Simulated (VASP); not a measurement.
Input:

```
CELL_PARAMETERS angstrom
      0.00000     2.41009     2.41009
      2.41009     0.00000     2.41009
      2.41009     2.41009     0.00000
ATOMIC_POSITIONS crystal
  Ca 0.00000 0.00000 0.00000
  O  0.50000 0.50000 0.50000
```

Level of theory: TPSS meta-GGA, VASP's PBE PAW potentials (set 64) (plane waves; VASP). Run with 520 eV cut-off, 9×9×9 Γ-centred mesh, Gaussian smearing of 0.050 eV, potentials Ca_sv O.

Problem. What does the run give for the energy per atom (σ→0)?

Solution. 
| Item | Result |
|---|---|
| energy per atom (σ→0) | -1051.2 kJ/mol-atom |

Total energies compare only between runs with the same potentials, cut-off and functional.

The compound is CaO in the rock salt structure. It was relaxed first.
